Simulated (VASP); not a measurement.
Data:

```
CELL_PARAMETERS angstrom
      3.80816     0.00000     0.00000
      0.00000     3.80816     0.00000
      0.00000     0.00000     3.80816
ATOMIC_POSITIONS crystal
  Sr 0.00000 0.00000 0.00000
  V  0.50000 0.50000 0.50000
  O  0.50000 0.00000 0.50000
  O  0.00000 0.50000 0.50000
  O  0.50000 0.50000 0.00000
```

Computed with TPSS meta-GGA, VASP's PBE PAW potentials (set 64) (plane waves; VASP). Settings: 520 eV cut-off, 8×8×8 Γ-centred mesh, first-order Methfessel-Paxton smearing of 0.10 eV, potentials Sr_sv V_sv O.

Problem. Give the stress tensor in GPa (positive for a compressed cell).

Solution. 
```
6.41  0.00  0.00
0.00  6.41  0.00
0.00  0.00  6.41
```
The pressure is its mean diagonal, 6.41 GPa.

The compound is SrVO3 in the cubic perovskite structure. This cell is one point of a volume scan, at 0.97 of the reference volume. The run is not spin-polarised, so no magnetic state was tried. The electron count is odd and the run is not spin-polarised, which forces a metal.
